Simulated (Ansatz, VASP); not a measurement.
**NiO2: VASP beside Ansatz**

One calculation is typed for both programs; each brings its own data sets. How far apart do they land? The cell is taken from a series of runs on this material, whose earlier steps may have relaxed, scaled, displaced or heated it; both programs get it as it stands.

Method: plane waves, with VASP 6.6.1 beside it; dielectric response at LDA, in Ansatz 0.2.0.

## (1) Set-up

The structure is trigonal, space group P-3m1 (No. 164). Conventional cell: a = 2.799 Å, b = 2.799 Å, c = 4.618 Å, α = 90.00°, β = 90.00°, γ = 120.00°. Nearest to Ni lie 6 O at 1.88 Å. O has 3 Ni at 1.88 Å nearest. Farther neighbours and most contacts between anions are not listed.

## (2) VASP: dielectric response, LDA

The response to a field tests empty states and converges slowly with the mesh.

Lines of VASP's logs that name or quote its potential files are left out, and so is its time.

INCAR

```
SYSTEM = NiO2
PREC = Accurate
ENCUT = 520
EDIFF = 1E-08
NELM = 120
ISMEAR = 0
SIGMA = 0.01
LREAL = .FALSE.
ALGO = Normal
GGA = CA
NBANDS = 17
LASPH = .TRUE.
LORBIT = 11
LWAVE = .FALSE.
LCHARG = .FALSE.
ISIF = 2
LEPSILON = .TRUE.
GGA_COMPAT = .FALSE.
KPAR = 2
```

POSCAR

```
NiO2
1.0
    2.7987818650      0.0000000000      0.0000000000
   -1.3993909325      2.4238161948      0.0000000000
    0.0000000000      0.0000000000      4.6182730000
Ni O
1 2
Direct
    0.0000000000      0.0000000000      0.5000000000
    0.6666666667      0.3333333333      0.7060390000
    0.3333333333      0.6666666667      0.2939610000
```

KPOINTS

```
Automatic mesh
0
Gamma
9 9 6
0 0 0
```

PAW data sets: Ni and O (LDA family, release 64).

Started as:

```console
$ mpirun -np 2 vasp_std
```

Numbers of over 12 decimals in the logs are rounded to 6 here.

Output:

```text
[banner, memory and clock lines left out]
running    2 mpi-ranks, on    1 nodes
 distrk:  each k-point on    1 cores,    2 groups
 distr:  one band on    1 cores,    1 groups

 POSCAR found type information on POSCAR NiO
 POSCAR found :  2 types and       3 ions
 LDA part: xc-table for (Slater(with rela. corr.)+CA(PZ))
 , standard interpolation
 POSCAR, INCAR and KPOINTS ok, starting setup
 FFT: planning ... GRIDC
 FFT: planning ... GRID_SOFT
 FFT: planning ... GRID
 WAVECAR not read
 entering main loop
       N       E                     dE             d eps       ncg     rms          rms(c)
DAV:   1     0.156747420401E+03    0.15675E+03   -0.11849E+04  2124   0.157E+03
DAV:   2    -0.144141627749E+02   -0.17116E+03   -0.16064E+03  2299   0.327E+02
DAV:   3    -0.277548784769E+02   -0.13341E+02   -0.13199E+02  2557   0.107E+02
DAV:   4    -0.279321840765E+02   -0.17731E+00   -0.17713E+00  2639   0.124E+01
DAV:   5    -0.279347986212E+02   -0.26145E-02   -0.26139E-02  2612   0.147E+00    0.275E+01
DAV:   6    -0.349621593093E+02   -0.70274E+01   -0.60039E+01  2598   0.186E+02    0.484E+01
DAV:   7    -0.202909364382E+02    0.14671E+02   -0.20940E+01  2495   0.118E+02    0.583E+00
DAV:   8    -0.201335025341E+02    0.15743E+00   -0.28865E+00  3121   0.311E+01    0.314E+00
DAV:   9    -0.201280533666E+02    0.54492E-02   -0.39430E-01  3080   0.176E+01    0.161E+00
DAV:  10    -0.200981001222E+02    0.29953E-01   -0.44569E-02  2488   0.598E+00    0.468E-01
DAV:  11    -0.200934266301E+02    0.46735E-02   -0.14063E-02  2691   0.300E+00    0.111E-01
DAV:  12    -0.200935127648E+02   -0.86135E-04   -0.14703E-03  2325   0.411E-01    0.685E-02
DAV:  13    -0.200935359700E+02   -0.23205E-04   -0.10414E-04  2584   0.349E-01    0.535E-02
DAV:  14    -0.200935081457E+02    0.27824E-04   -0.49900E-05  2810   0.235E-01    0.537E-03
DAV:  15    -0.200935078361E+02    0.30956E-06   -0.50121E-06  2356   0.216E-02    0.576E-03
DAV:  16    -0.200935078515E+02   -0.15416E-07   -0.17729E-07  2710   0.471E-03    0.309E-03
DAV:  17    -0.200935077638E+02    0.87768E-07   -0.18161E-07  2596   0.138E-02    0.185E-04
DAV:  18    -0.200935077627E+02    0.10646E-08   -0.10804E-08  1248   0.107E-03
   1 F= -.20093508E+02 E0= -.20093508E+02  d E =-.156090E-89
 Linear response reoptimize wavefunctions to high precision
DAV:   1    -0.200935077627E+02   -0.52751E-10   -0.12588E-09  1229   0.693E-04
DAV:   2    -0.200935077628E+02   -0.94133E-10   -0.46133E-10  1114   0.232E-04
 Linear response G [H, r] |phi>, progress :
  Direction:   1
       N       E                     dE             d eps       ncg     rms
RMM:   1    -0.735550725424E+02   -0.73555E+02    0.84545E+01  4534   0.128E+02
RMM:   2    -0.686178098089E+02    0.49373E+01   -0.90022E+00  3029   0.451E+01
RMM:   3    -0.692847134577E+02   -0.66690E+00   -0.16559E+00  3698   0.108E+01
RMM:   4    -0.693065073745E+02   -0.21794E-01   -0.91358E-02  3819   0.201E+00
RMM:   5    -0.693082850503E+02   -0.17777E-02   -0.51870E-03  3821   0.493E-01
RMM:   6    -0.693084010215E+02   -0.11597E-03   -0.55169E-04  3855   0.149E-01
RMM:   7    -0.693084145197E+02   -0.13498E-04   -0.79316E-05  3866   0.489E-02
RMM:   8    -0.693084146627E+02   -0.14297E-06   -0.11552E-05  3840   0.166E-02
RMM:   9    -0.693084145404E+02    0.12227E-06   -0.16396E-06  3787   0.586E-03
RMM:  10    -0.693084145281E+02    0.12299E-07   -0.89687E-06  3694   0.218E-03
RMM:  11    -0.693084144635E+02    0.64585E-07    0.37709E-06  3373   0.991E-04
RMM:  12    -0.693084144932E+02   -0.29671E-07    0.27609E-05  2856   0.565E-04
RMM:  13    -0.693084145141E+02   -0.20899E-07    0.14047E-05  2273   0.435E-04
RMM:  14    -0.693084145559E+02   -0.41850E-07    0.16994E-05  1859   0.395E-04
RMM:  15    -0.693084145653E+02   -0.93416E-08    0.12680E-05  1706   0.391E-04
RMM:  16    -0.693084145655E+02   -0.25172E-09    0.16273E-05  1657   0.383E-04
RMM:  17    -0.693084145568E+02    0.87495E-08    0.18187E-05  1615   0.387E-04
 Linear response G [H, r] |phi>, progress :
  Direction:   2
       N       E                     dE             d eps       ncg     rms
RMM:   1    -0.725847779518E+02   -0.72585E+02    0.99089E+01  4508   0.128E+02
RMM:   2    -0.669954471991E+02    0.55893E+01   -0.54158E+00  2976   0.456E+01
RMM:   3    -0.680560791558E+02   -0.10606E+01   -0.16367E+00  3684   0.111E+01
RMM:   4    -0.680824885152E+02   -0.26409E-01   -0.87798E-02  3839   0.209E+00
RMM:   5    -0.680846386334E+02   -0.21501E-02   -0.48765E-03  3806   0.500E-01
RMM:   6    -0.680847808950E+02   -0.14226E-03   -0.47570E-04  3857   0.150E-01
RMM:   7    -0.680847981769E+02   -0.17282E-04   -0.45136E-05  3840   0.460E-02
RMM:   8    -0.680847995638E+02   -0.13869E-05   -0.48669E-06  3840   0.151E-02
RMM:   9    -0.680847997291E+02   -0.16530E-06   -0.13173E-07  3803   0.525E-03
RMM:  10    -0.680847997872E+02   -0.58098E-07    0.72689E-07  3728   0.200E-03
RMM:  11    -0.680847997530E+02    0.34139E-07    0.75765E-08  3516   0.998E-04
RMM:  12    -0.680847998247E+02   -0.71708E-07    0.75356E-07  2909   0.675E-04
RMM:  13    -0.680847998476E+02   -0.22904E-07    0.13731E-05  2229   0.571E-04
RMM:  14    -0.680847998858E+02   -0.38183E-07    0.11886E-05  1806   0.544E-04
RMM:  15    -0.680847998882E+02   -0.23943E-08    0.27742E-05  1703   0.531E-04
[...]
RMM:   5    -0.137427160093E+01   -0.10569E-02   -0.87419E-04  3779   0.172E-01
RMM:   6    -0.137428825253E+01   -0.16652E-04   -0.27079E-05  3769   0.260E-02
RMM:   7    -0.137428898982E+01   -0.73729E-06   -0.17826E-06  3726   0.705E-03
RMM:   8    -0.137428903983E+01   -0.50003E-07   -0.16080E-07  3622   0.219E-03
RMM:   9    -0.137428904466E+01   -0.48340E-08   -0.12231E-08  3385   0.705E-04
 change of polarisation eV/A/(eV/A) component  2 :    -0.282     2.749     0.056
 dielectric tensor                  component  2 :    -1.627    16.875     0.321
 Linear response to external field (no local field effect), progress :
  Direction:   3
       N       E                     dE             d eps       ncg     rms          rms(c)
RMM:   1    -0.510825964081E+00   -0.51083E+00   -0.20969E+00  3720   0.118E+01
RMM:   2    -0.660839191997E+00   -0.15001E+00    0.42027E-01  3090   0.463E+00
RMM:   3    -0.713345221106E+00   -0.52506E-01    0.98123E-02  3267   0.181E+00
RMM:   4    -0.726451155869E+00   -0.13106E-01   -0.12546E-03  3605   0.550E-01
RMM:   5    -0.726920003840E+00   -0.46885E-03   -0.43196E-04  3713   0.145E-01
RMM:   6    -0.726928216177E+00   -0.82123E-05   -0.12055E-05  3722   0.206E-02
RMM:   7    -0.726928536658E+00   -0.32048E-06   -0.74598E-07  3662   0.509E-03
RMM:   8    -0.726928559834E+00   -0.23175E-07   -0.69241E-08  3416   0.147E-03
RMM:   9    -0.726928562221E+00   -0.23878E-08   -0.80122E-09  3114   0.472E-04
 change of polarisation eV/A/(eV/A) component  3 :    -0.345     0.056     1.454
 dielectric tensor                  component  3 :    -1.991     0.321     9.397
 Linear response to external field, progress :
  Direction:   1
       N       E                     dE             d eps       ncg     rms          rms(c)
RMM:   1    -0.124180555522E+01   -0.12418E+01   -0.67736E+00  8305   0.131E+01
RMM:   2    -0.134856703690E+01   -0.10676E+00    0.10057E+00  6891   0.632E+00    0.394E+00
RMM:   3    -0.137444977666E+01   -0.25883E-01    0.12398E-01  7543   0.317E+00    0.197E+00
RMM:   4    -0.144467148454E+01   -0.70222E-01   -0.28829E-02  8060   0.178E+00    0.102E-01
RMM:   5    -0.144733371175E+01   -0.26622E-02   -0.11367E-03  8264   0.298E-01    0.682E-02
RMM:   6    -0.144786886849E+01   -0.53516E-03   -0.65904E-05  7168   0.122E-01    0.378E-02
RMM:   7    -0.144849408055E+01   -0.62521E-03   -0.34849E-05  7756   0.513E-02    0.633E-03
RMM:   8    -0.144858504299E+01   -0.90962E-04   -0.45219E-06  8531   0.131E-02    0.200E-03
RMM:   9    -0.144862283200E+01   -0.37789E-04   -0.12075E-06  8488   0.376E-03    0.549E-04
RMM:  10    -0.144862965143E+01   -0.68194E-05    0.36912E-08  8531   0.127E-03    0.249E-04
RMM:  11    -0.144862966171E+01   -0.10288E-07    0.16052E-07  8482   0.494E-04    0.568E-05
RMM:  12    -0.144862870557E+01    0.95614E-06    0.16989E-07  8249   0.173E-04    0.289E-05
RMM:  13    -0.144862875717E+01   -0.51597E-07   -0.73158E-08  5846   0.814E-05    0.109E-05
RMM:  14    -0.144862870731E+01    0.49858E-07    0.32068E-09  3148   0.509E-05    0.192E-06
 change of polarisation eV/A/(eV/A) component  1 :     2.649     0.084    -0.065
 dielectric tensor                  component  1 :    16.302     0.484    -0.376
 Linear response to external field, progress :
  Direction:   2
       N       E                     dE             d eps       ncg     rms          rms(c)
RMM:   1    -0.122452816529E+01   -0.12245E+01   -0.66008E+00  8410   0.131E+01
RMM:   2    -0.134796584136E+01   -0.12344E+00    0.10099E+00  6900   0.637E+00    0.394E+00
RMM:   3    -0.137458725872E+01   -0.26621E-01    0.12281E-01  7602   0.317E+00    0.197E+00
RMM:   4    -0.144471392937E+01   -0.70127E-01   -0.29034E-02  8168   0.178E+00    0.117E-01
RMM:   5    -0.144666623173E+01   -0.19523E-02   -0.11514E-03  8005   0.349E-01    0.114E-01
RMM:   6    -0.144781811802E+01   -0.11519E-02   -0.15066E-04  7215   0.149E-01    0.291E-02
RMM:   7    -0.144835585454E+01   -0.53774E-03   -0.38371E-05  8406   0.639E-02    0.281E-02
RMM:   8    -0.144849383176E+01   -0.13798E-03   -0.74437E-06  8050   0.280E-02    0.540E-03
RMM:   9    -0.144861132225E+01   -0.11749E-03   -0.13273E-06  8522   0.857E-03    0.124E-03
RMM:  10    -0.144862499263E+01   -0.13670E-04   -0.16456E-07  8645   0.226E-03    0.443E-04
RMM:  11    -0.144862968328E+01   -0.46907E-05    0.13107E-07  8463   0.799E-04    0.140E-04
RMM:  12    -0.144862877666E+01    0.90662E-06    0.11877E-07  8705   0.337E-04    0.398E-05
RMM:  13    -0.144862895250E+01   -0.17583E-06   -0.10860E-07  8201   0.164E-04    0.161E-05
RMM:  14    -0.144862897086E+01   -0.18365E-07   -0.68198E-08  4251   0.660E-05    0.805E-06
 change of polarisation eV/A/(eV/A) component  2 :     0.088     2.649     0.000
 dielectric tensor                  component  2 :     0.508    16.302     0.000
 Linear response to external field, progress :
  Direction:   3
       N       E                     dE             d eps       ncg     rms          rms(c)
RMM:   1    -0.510825964080E+00   -0.51083E+00   -0.20969E+00  3720   0.118E+01
RMM:   2    -0.660844220958E+00   -0.15002E+00    0.42022E-01  3090   0.463E+00    0.483E+00
RMM:   3    -0.158617862919E+01   -0.92533E+00   -0.16130E+00  3631   0.938E+00    0.995E+00
RMM:   4    -0.283673003952E+00    0.13025E+01   -0.39466E-01  2992   0.639E+00    0.474E-01
RMM:   5    -0.328346259543E+00   -0.44673E-01   -0.13501E-01  3143   0.293E+00    0.247E-01
RMM:   6    -0.324711855962E+00    0.36344E-02   -0.11874E-02  3509   0.788E-01    0.111E-01
RMM:   7    -0.324526609571E+00    0.18525E-03   -0.16059E-04  3654   0.259E-01    0.672E-02
RMM:   8    -0.325490345873E+00   -0.96374E-03   -0.50870E-03  3217   0.115E-01    0.414E-02
RMM:   9    -0.325402180204E+00    0.88166E-04   -0.67072E-04  3629   0.584E-02    0.688E-03
RMM:  10    -0.325360940106E+00    0.41240E-04    0.18565E-04  3773   0.207E-02    0.417E-03
RMM:  11    -0.325393503813E+00   -0.32564E-04   -0.30313E-05  3764   0.683E-03    0.507E-04
RMM:  12    -0.325388594153E+00    0.49097E-05   -0.88075E-08  3810   0.148E-03    0.244E-04
RMM:  13    -0.325388452539E+00    0.14161E-06    0.37395E-07  3762   0.464E-04    0.879E-05
RMM:  14    -0.325388437603E+00    0.14936E-07    0.34306E-06  3525   0.215E-04    0.284E-05
RMM:  15    -0.325388520718E+00   -0.83114E-07    0.68923E-07  2360   0.796E-05    0.360E-06
 change of polarisation eV/A/(eV/A) component  3 :    -0.182    -0.008     0.627
 dielectric tensor                  component  3 :    -1.052    -0.049     4.622
 Born effective charges drift removed
```

From OUTCAR (step 2):

```text
ion  position               nearest neighbor table
   1  0.000  0.000  0.500-   2 1.88   3 1.88   2 1.88   3 1.88   2 1.88   3 1.88
   2  0.667  0.333  0.706-   1 1.88   1 1.88   1 1.88
   3  0.333  0.667  0.294-   1 1.88   1 1.88   1 1.88

  LATTYP: Found a hexagonal cell.
 ALAT       =     2.7987818650
 C/A-ratio  =     1.6501010878

 Subroutine GETGRP returns: Found 12 space group operations
 (whereof 12 operations were pure point group operations)

The static configuration has the point symmetry D_3d.

 Found     62 irreducible k-points:

   k-points           NKPTS =     62   k-points in BZ     NKDIM =     62   number of bands    NBANDS=     17

   dimension x,y,z NGX =    24 NGY =   24 NGZ =   36
   dimension x,y,z NGXF=    48 NGYF=   48 NGZF=   72

   ENCUT  =  520.0 eV  38.22 Ry    6.18 a.u.   5.20  5.20  8.59*2*pi/ulx,y,z

   NELECT =      22.0000    total number of electrons

 k-points in reciprocal lattice and weights: Automatic mesh
   0.00000000  0.00000000  0.00000000       0.002
   0.11111111  0.00000000  0.00000000       0.012
   0.22222222  0.00000000  0.00000000       0.012
   0.33333333  0.00000000  0.00000000       0.012
   0.44444444  0.00000000  0.00000000       0.012
   0.11111111  0.11111111  0.00000000       0.012
   0.22222222  0.11111111  0.00000000       0.025
   0.33333333  0.11111111  0.00000000       0.025
   0.44444444  0.11111111  0.00000000       0.012
[...]
0.33333333  0.22222222  0.50000000       0.025
   0.33333333  0.33333333  0.50000000       0.004

 average (electrostatic) potential at core
       1 -89.6075       2 -73.6338       3 -73.6338

  Total       -2.1219452     -2.1219452     -1.8945694      0.0000000      0.0000000      0.0000000
  in kB     -108.5166558   -108.5166558    -96.8886208      0.0000000      0.0000000      0.0000000
  external PRESSURE =    -104.6406442 kB  Pullay stress =       0.0000000 kB

  energy-cutoff  :      520.00
  volume of cell :       31.33
      direct lattice vectors                 reciprocal lattice vectors
     2.798781865  0.000000000  0.000000000     0.357298299  0.206286269  0.000000000
    -1.399390933  2.423816195  0.000000000     0.000000000  0.412572538  0.000000000
     0.000000000  0.000000000  4.618273000     0.000000000  0.000000000  0.216531158

 POSITION                                       TOTAL-FORCE (eV/Angst)
 -----------------------------------------------------------------------------------
      0.00000      0.00000      2.30914         0.000000      0.000000      0.000000
      1.39939      0.80794      3.26068         0.000000     -0.000000     -0.796024
     -0.00000      1.61588      1.35759        -0.000000      0.000000      0.796024
 -----------------------------------------------------------------------------------
    total drift:                               -0.000000      0.000000      0.000000

 MACROSCOPIC STATIC DIELECTRIC TENSOR (including local field effects in DFT)
 ------------------------------------------------------
          16.301547     0.000000     0.000000
           0.000000    16.301547    -0.000000
           0.000000    -0.000000     4.622175
 ------------------------------------------------------

 PIEZOELECTRIC TENSOR (including local field effects)  for field in x, y, z        (C/m^2)
          XX          YY          ZZ          XY          YZ          ZX
  --------------------------------------------------------------------------------
  x     0.00000     0.00000     0.00000     0.00000     0.00000     0.00000
  y     0.00000     0.00000     0.00000     0.00000     0.00000     0.00000
  z     0.00000     0.00000     0.00000     0.00000     0.00000     0.00000

 BORN EFFECTIVE CHARGES (including local field effects) (in |e|, cummulative output)
 ---------------------------------------------------------------------------------
 ion    1
    1     3.59629     0.00000     0.00000
    2     0.00000     3.59629    -0.00000
    3     0.00000    -0.00000     0.44742
 ion    2
    1    -1.79814     0.00000     0.00000
    2     0.00000    -1.79814     0.00000
    3    -0.00000     0.00000    -0.22371
 ion    3
    1    -1.79814     0.00000     0.00000
    2     0.00000    -1.79814     0.00000
    3    -0.00000     0.00000    -0.22371
```

This run has no spin polarisation, so a moment on Ni, if there is one, isn't seen.

[end of part 1 of 2]

[Lines on the potential files, build, host, timing and source positions are cut from VASP's logs without a mark.]

[Logs are printed without paths, hosts, clocks, repeated set-up lines and the standing remarks that a program may print on its own settings, such as how far it seeks lower states.]

[Hosts, paths, dates, database ids (printed as entryN), source tags and the programs' standing remarks are cut or masked in the printed files.]
